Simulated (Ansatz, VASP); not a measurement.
# PtSe2: VASP beside Ansatz, part 2 of 2

Aim: how closely do two programs agree when they are given the same cell, functional and k mesh? The cell is taken from a series of runs on this material, whose earlier steps may have relaxed, scaled, displaced or heated it; both programs get it as it stands.

VASP 6.6.1 and Ansatz 0.2.0.

So far: The structure; VASP: zone-centre phonons, PBE.

## Step 3: Ansatz: zone-centre phonons, PBE

Level of this step: Ansatz beside VASP: Kohn-Sham DFT, plane waves, PBE (Ansatz).

Ansatz runs on its PAW soft_1 files.

The same cell, functional, mesh and smearing now go to Ansatz, which takes its cutoff from its data sets.

input.yaml

```yaml
crystal:
  lattice:
    - [3.6720087987, 0.0, 0.0]
    - [-1.8360043993, 3.1485672303, 0.0]
    - [0.0, 0.0, 30.46]
  atoms:
    - { symbol: Pt, position: [0.3314491922, 0.6628983845, 0.3282994091] }
    - { symbol: Se, position: [0.6676087372, 0.3352174744, 0.3763093055] }
    - { symbol: Se, position: [0.6676087372, 0.3352174744, 0.2802895126] }
  periodic: [true, true, false]
kpoints:
  mp_grid: { grid: [15, 15, 1] }
hamiltonian:
  xc: pbe
  pseudopotentials: { kind: paw, azcp: { folder: soft_1 } }
scf:
  occupations: { method: methfessel_paxton, width: 0.2 }
output:
  eigenvalues: true
phonons:
  method: dfpt
```

On the command line:

```bash
> ansatz run input.yaml --threads 4 --pin off --max-ram 16384MiB --backend cpu --events-out ev --progress --plain --runs-dir out
```

Numbers of over 12 decimals in the logs are rounded to 6 here.

What it wrote:

```text
Warning: crystal.symmetry: narrowed to the stabiliser of the run's FFT grids — unitary ops 4 → 2. A phonons.method: dfpt run fills in the rows of the dynamical matrix that it does not solve by its symmetry operations, which is exact only for operations that map its FFT grids onto themselves: filled in by any other, the frequencies could depend on the order in which like atoms are typed, or, by more than the grids' own error, on where the crystal sits among the grids' points. Excluded: 2 operations. The run can therefore solve more perturbations, solve them on more k-points, or both, and cost more. [rest of the remark cut]
Engine: ansatz 0.2.0, aarch64-unknown-linux-gnu
Pseudopotentials: kind: paw
Pseudopotential: Pt, paw, valence charge 18, recommended cutoff 420 eV (normal), soft_1/Pt.paw.azcp
Pseudopotential: Se, paw, valence charge 16, recommended cutoff 420 eV (normal), soft_1/Se.paw.azcp
Functional definition: PBE
  parameter kappa = 0.804
  parameter beta = 0.066725
  exchange = pbe_x(kappa = kappa, mu = beta*pi^2/3)
  correlation = pbe_c(beta = beta)
Crystal: 3 atoms, lattice volume = 352.165 Å³
Basis set: ecut = 420 eV, 6821 PW (Γ), exchange–correlation on 50×50×432 points (8 copies of the dense FFT grid, shifted against one another)
Bands: 30, of which v1, the nominal top of the filled ones, is band 25 counted from 1 (24 counted from 0)
Symmetry: 4 space group operations
k-points: 64 of 225 (irreducible under 2 space group operations, time reversal used)
Non-local potential: Pt, projectors of the file, l = 0: 3, l = 1: 2, l = 2: 2, l = 3: 1
Non-local potential: Se, projectors of the file, l = 0: 2, l = 1: 2, l = 2: 3, l = 3: 1
PAW form: soft (Blöchl's): semilocal exchange-correlation on the pseudo side does not see the compensation charge
PAW one-centre angular grid: Pt, 590 points (default); XC on 64 Gauss nodes
PAW one-centre angular grid: Se, 590 points (default); XC on 64 Gauss nodes
Initial density: superposition of atomic densities (neutral atoms: chi_scale 0, normalization atom)
Initial wavefunctions: pseudopotential atomic-orbital guess
Functional: x = pbe(κ = 0.804, μ = 0.219515), c = pbe(β = 0.066725)
SCF iter   1: F=—  HF=-23463.245683 eV  |F-HF|=—  |Δ(HF+E_count)|=         —  Δρ=2.81e-2  dr2=3.05e0  ethr=3.10e-3  ⟨swp⟩=11.7  Hψ=11042  notcnv=0
preconditioner: auto → LDOS  [metal: Δε(μ)=0.021 eV  Ē_g=8.807 eV  σ=0.200 eV  W_gap=0.09  n_scr=18 (ndim 8)  ℏωp=9.3 eV  f_vac=0.780  D(μ)=2.51/eV (n_scr^D=10)  β→1.0]
SCF iter   2: F=—  HF=-23462.787787 eV  |F-HF|=—  |Δ(HF+E_count)|=   4.58e-1  S|Δr|=    0.00e0  Δρ=8.14e-3  dr2=2.71e-1  ethr=3.10e-3  ⟨swp⟩=3.0  Hψ=5012  notcnv=0
SCF iter   3: F=—  HF=-23462.725994 eV  |F-HF|=—  |Δ(HF+E_count)|=   6.18e-2  S|Δr|=    0.00e0  Δρ=3.67e-3  dr2=6.48e-2  ethr=5.42e-4  ⟨swp⟩=3.0  Hψ=4502  notcnv=0
SCF iter   4: F=—  HF=-23462.707061 eV  |F-HF|=—  |Δ(HF+E_count)|=   1.89e-2  S|Δr|=    0.00e0  Δρ=1.38e-3  dr2=7.34e-3  ethr=1.30e-4  ⟨swp⟩=4.0  Hψ=5207  notcnv=0
SCF iter   5: F=—  HF=-23462.705571 eV  |F-HF|=—  |Δ(HF+E_count)|=   1.49e-3  S|Δr|=    0.00e0  Δρ=2.50e-4  dr2=2.43e-4  ethr=1.47e-5  ⟨swp⟩=2.7  Hψ=3235  notcnv=0
SCF iter   6: F=—  HF=-23462.705578 eV  |F-HF|=—  |Δ(HF+E_count)|=   6.42e-6  S|Δr|=    0.00e0  Δρ=6.10e-5  dr2=1.80e-5  ethr=4.86e-7  ⟨swp⟩=2.9  Hψ=3686  notcnv=0
SCF iter   7: F=—  HF=-23462.705588 eV  |F-HF|=—  |Δ(HF+E_count)|=   1.05e-5  S|Δr|=    0.00e0  Δρ=5.95e-6  dr2=1.26e-7  ethr=3.60e-8  ⟨swp⟩=3.5  Hψ=3922  notcnv=0
SCF iter   8: F=—  HF=-23462.705682 eV  |F-HF|=—  |Δ(HF+E_count)|=   9.32e-5  S|Δr|=    0.00e0  Δρ=1.24e-6  dr2=7.62e-9  ethr=2.53e-10  ⟨swp⟩=4.0  Hψ=4787  notcnv=0
SCF iter   9: F=—  HF=-23462.705682 eV  |F-HF|=—  |Δ(HF+E_count)|=   2.09e-8  S|Δr|=    0.00e0  Δρ=3.85e-7  dr2=6.46e-10  ethr=1.52e-11  ⟨swp⟩=3.2  Hψ=4194  notcnv=0
SCF iter  10: F=—  HF=-23462.705682 eV  |F-HF|=—  |Δ(HF+E_count)|=   8.57e-9  S|Δr|=    0.00e0  Δρ=9.84e-8  dr2=4.54e-11  ethr=1.29e-12  ⟨swp⟩=3.3  Hψ=3643  notcnv=0
SCF iter  11: F=-23462.705682 eV  HF=-23462.705682 eV  |F-HF|=6.55e-11  |Δ(HF+E_count)|=  3.75e-10  S|Δr|=    0.00e0  Δρ=4.08e-8  dr2=8.45e-12  ethr=1.00e-12  ⟨swp⟩=15.4  Hψ=13995  notcnv=0
SCF 1 converged in 11 iterations: F = -23462.705682 eV  dr2 = 8.45e-12
  greatest PAW one-centre occupation: 1.000 electrons in one spin orbital (limit 2), on the Pt atom at site 0 (counted from 0), in its partial waves of l = 0
DFPT response loops at Γ: preconditioner auto → none (partly filled bands, converged f_vac=0.782); β = 0.50; Broyden in place of MSR1
SCF converged after 11 iterations
Stability not checked: this state was not tested for a lower state beside it, because cold or Methfessel-Paxton smearing, or corrected tetrahedra, fill the levels in a way that the test cannot read (fill_not_monotonic; see scf.lower_state_search)
Free energy (F): -23462.705682 eV
Harris-Foulkes:  -23462.705682 eV  (|F-HF|=6.55e-11)
Internal energy: -23462.704477 eV  (E = F + TS)
E sigma→0 (E₀):  -23462.705380 eV
Entropy (-TS):   -0.001205 eV (-0.402 meV/atom)
Fermi energy:    -4.704227 eV
Step filling:    the computed levels leave a gap of 0.0290 eV = 0.1 smearing widths at the electron count; against every level under it full and every level over it empty, smearing changes F+E_penalty+E_count by +0.279 meV and its σ→0 estimate by +0.580 meV
--- Per-component energies (eV) ---
  E_band       = -1843.677100
  E_kinetic    = 814.914432
  E_local      = -127812.237085  (includes V_loc(G=0)·N_el)
  E_nonlocal   = -502.838091
  E_hartree    = 63401.009713
  E_xc         = -400.428103
  E_vxc        = -449.306227  (∫ρ·V_xc dr)
  E_paw        = -13745.247578  (= ΣΔE_a)
  E_vpaw       = -696.230121  (= ΣTr[D̂ρ^β])
  E_aug_tail   = 0.000384  (compensation charges beyond the density's cutoff)
  E_ewald      = 54782.121850
  E_smearing   = -0.001205  (= −TS)
  E_closure    = -0.000000  (closes the sum)
  Σ components = -23462.705682   (vs F -23462.705682, Δ=0.00e0)
--- Band table (eV; the first three rows and the last of 64) ---
  k-point 0: bands = [... 21 lower, -7.1888, -6.1397, -4.1864, -4.1310, -3.9877, -3.8842, -2.1553, -0.4089, ... 1 higher]
  k-point 1: bands = [... 21 lower, -7.2379, -6.0826, -4.3756, -4.1343, -4.0892, -4.0884, -1.8438 (-1.8438°), -0.3408, ... 1 higher]
  k-point 2: bands = [... 21 lower, -7.3854, -5.9869, -4.7491, -4.6053, -4.3651, -3.9738, -1.2289 (-1.2289°), -0.1435, ... 1 higher]
  k-point 63: bands = [... 21 lower, -8.1175, -7.1784, -6.9385, -5.5959, -4.3958, -3.4785, -0.3946, 1.4304, ... 1 higher]
  ° read free of the cell's end (the report's vacuum.weakly_bound_levels)
--- Phonons (Γ-DFPT): 9 representative perturbations + reference, on 64 of 225 k-points (Σ response iterations 48) ---
  ASR residual: 1.984e-5 → 0.000e0 eV/Å²; symmetrization residual: 1.893e-5 eV/Å²
  The last average, over the group as it would stand without the narrowing to the FFT grids, took up to 3.991e-6 eV/Å² of the zone centre's force constants
  ASR residual per site (eV/Å²): 1.98e-5 1.05e-5 1.82e-5
  Γ frequencies (cm⁻¹): 0.00 0.00 0.00 100.52 102.55 103.36 104.64 127.98 191.31
  non-analytic LO–TO correction: not included (Born effective charges unavailable; polar crystals: no LO–TO splitting at Γ)
```

## Step 4: Side by side

Known differences besides the potentials themselves: Ansatz cuts the interaction across the vacuum, VASP repeats the sheet without a dipole correction; the data sets hold 50 valence electrons in Ansatz (on its PAW soft_1 files) and 22 in VASP; the cutoff is 420 eV in Ansatz and 500 eV in VASP. Total energies have different zeros and are not compared.

Compared:

```
             quantity  Ansatz   VASP  difference
optical mode 1 (cm⁻¹)   100.5  101.6     -1.04 %
optical mode 2 (cm⁻¹)   102.5  104.0     -1.38 %
optical mode 3 (cm⁻¹)   103.4  104.8     -1.33 %
optical mode 4 (cm⁻¹)   104.6  105.9     -1.20 %
optical mode 5 (cm⁻¹)   128.0  131.0     -2.27 %
optical mode 6 (cm⁻¹)   191.3  192.0     -0.33 %
```

Modes are paired by rising frequency, not by their patterns, so a pair may set unlike modes beside each other; they are those without the splitting of longitudinal modes. Where the cell holds vacuum, a pressure given here is an average over it and none of the material.

## Step 5: What came out

```
r.m.s. difference of the optical zone-centre modes, each program's sorted by frequency (zone-centre phonons, PBE) : 1.6 cm⁻¹
difference in optical mode 5 (zone-centre phonons, PBE)                                                           : -2.3 %
```

In words: The r.m.s. difference of the optical zone-centre modes, each program's sorted by frequency is 1.6 cm⁻¹ (zone-centre phonons, PBE). The data sets hold unlike numbers of valence electrons (50 in Ansatz and 22 in VASP), so part of the differences may come from the potentials. Among the rows given in per cent, the largest difference of the zone-centre phonons, PBE pair is in optical mode 5, -2.3 %. How closely two codes agree says nothing of how well the functional describes the real material.

[Lines on the potential files, build, host, timing and source positions are cut from VASP's logs without a mark.]

[Logs are printed without paths, hosts, clocks, repeated set-up lines and the standing remarks that a program may print on its own settings, such as how far it seeks lower states.]

[Hosts, paths, dates, database ids (printed as entryN), source tags and the programs' standing remarks are cut or masked in the printed files.]
